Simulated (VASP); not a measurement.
All values below come from vdW-DF-cx, VASP's PBE PAW potentials (set 64) (plane waves; VASP).

Input for VASP

**INCAR**
```
# general
SYSTEM   = Si
PREC     = Accurate
ENCUT    = 520
LREAL    = .FALSE.
LASPH    = .TRUE.
ICHARG   = 11

# electronic loop
EDIFF    = 1E-7
NELM     = 100
ALGO     = Normal

# smearing
ISMEAR   = 0
SIGMA    = 0.05

# functional
GGA      = CX
LUSE_VDW = .TRUE.
AGGAC    = 0.0

# output
LWAVE    = .FALSE.
LCHARG   = .FALSE.
LORBIT   = 11
```

### POSCAR
```
Si
2.7231320
  0.0000000000   1.0000000151   1.0000000151
  1.0000000151   0.0000000000   1.0000000151
  1.0000000151   1.0000000151   0.0000000000
Si
2
Cartesian
  0.0000000000   0.0000000000   0.0000000000
  0.5000000075   0.5000000075   0.5000000075
```

**KPOINTS**
```
k-points along high-symmetry lines
15
Line-mode
Reciprocal
  0.000000   0.000000   0.000000 ! GAMMA
  0.500000   0.000000   0.500000 ! X

  0.500000   0.000000   0.500000 ! X
  0.625000   0.250000   0.625000 ! U

  0.375000   0.375000   0.750000 ! K
  0.000000   0.000000   0.000000 ! GAMMA

  0.000000   0.000000   0.000000 ! GAMMA
  0.500000   0.500000   0.500000 ! L

  0.500000   0.500000   0.500000 ! L
  0.500000   0.250000   0.750000 ! W

  0.500000   0.250000   0.750000 ! W
  0.500000   0.000000   0.500000 ! X
```

POTCAR, in this order: Si (PBE.64 set). Program: vasp_std. Read from the step before: CHGCAR.

What VASP printed:

### OUTCAR
```
 ion  position               nearest neighbor table
   1  0.000  0.000  0.000-   2 2.36   2 2.36   2 2.36   2 2.36
   2  0.250  0.250  0.250-   1 2.36   1 2.36   1 2.36   1 2.36
  LATTYP: Found a face centered cubic cell.
 ALAT       =     5.4462640822
 Subroutine PRICEL returns:
 Original cell was already a primitive cell.
 Subroutine GETGRP returns: Found 48 space group operations
The static configuration has the point symmetry T_d .
 The point group associated with its full space group is O_h .
The dynamic configuration has the point symmetry T_d .
 Subroutine INISYM returns: Found 48 space group operations
   k-points           NKPTS =     90   k-points in BZ     NKDIM =     90   number of bands    NBANDS=      8
   number of dos      NEDOS =    301   number of ions     NIONS =      2
   total plane-waves  NPLWV =  27000
   dimension x,y,z NGX =    30 NGY =   30 NGZ =   30
   dimension x,y,z NGXF=    60 NGYF=   60 NGZF=   60
   ions per type =               2
   PREC   = accura    normal or accurate (medium, high low for compatibility)
   ISTART =      0    job   : 0-new  1-cont  2-samecut
   ICHARG =     11    charge: 1-file 2-atom 10-const
   ISPIN  =      1    spin polarized calculation?
   LNONCOLLINEAR =      F non collinear calculations
   LSORBIT =      F    spin-orbit coupling
   INIWAV =      1    electr: 0-lowe 1-rand  2-diag
...
```

OSZICAR:
```
       N       E                     dE             d eps       ncg     rms          rms(c)
DAV:   1     0.104863589506E+02    0.10486E+02   -0.33421E+03  1440   0.766E+02
DAV:   2    -0.684064716610E+01   -0.17327E+02   -0.16552E+02  2192   0.800E+01
DAV:   3    -0.709910776452E+01   -0.25846E+00   -0.25846E+00  1928   0.119E+01
DAV:   4    -0.710015332331E+01   -0.10456E-02   -0.10456E-02  2376   0.794E-01
DAV:   5    -0.710015561344E+01   -0.22901E-05   -0.22901E-05  1944   0.240E-02
DAV:   6    -0.710015563881E+01   -0.25375E-07   -0.25063E-07  2416   0.177E-03
   1 F= -.71001556E+01 E0= -.71001556E+01  d E =-.132263E-10
```

File OUTCAR:
```
 val. band max:        5.7218546838   @ k =   0.0000   0.0000   0.0000

 cond. band min:       6.2742955948   @ k =   0.4286   0.0000   0.4286



 k-point     1 :       0.0000    0.0000    0.0000
  band No.  band energies     occupation
      1      -6.1658      2.00000
      2       5.7219      2.00000
      3       5.7219      2.00000
      4       5.7219      2.00000
      5       8.2756      0.00000
      6       8.2756      0.00000
      7       8.2756      0.00000
      8       9.0568      0.00000

 k-point     2 :       0.0357    0.0000    0.0357
  band No.  band energies     occupation
      1      -6.1436      2.00000
      2       5.5743      2.00000
      3       5.6290      2.00000
      4       5.6290      2.00000
      5       8.2201      0.00000
      6       8.3957      0.00000
      7       8.3957      0.00000
      8       9.2005      0.00000

 k-point     3 :       0.0714    0.0000    0.0714
  band No.  band energies     occupation
      1      -6.0770      2.00000
      2       5.1932      2.00000
      3       5.3926      2.00000
      4       5.3926      2.00000
      5       8.0664      0.00000
      6       8.7137      0.00000
      7       8.7137      0.00000
      8       9.5550      0.00000

 k-point     4 :       0.1071    0.0000    0.1071
  band No.  band energies     occupation
      1      -5.9662      2.00000
      2       4.6808      2.00000
      3       5.0849      2.00000
      4       5.0849      2.00000
      5       7.8448      0.00000
      6       9.1565      0.00000
      7       9.1565      0.00000
      8       9.9495      0.00000

 k-point     5 :       0.1429    0.0000    0.1429
  band No.  band energies     occupation
      1      -5.8115      2.00000
      2       4.1028      2.00000
      3       4.7552      2.00000
      4       4.7552      2.00000
      5       7.5879      0.00000
      6       9.6735      0.00000
      7       9.6735      0.00000
      8      10.1199      0.00000
...
```

The density is held fixed in this step, so its total energy and stress have no physical meaning.

The compound is Si in the diamond structure. It was relaxed first.
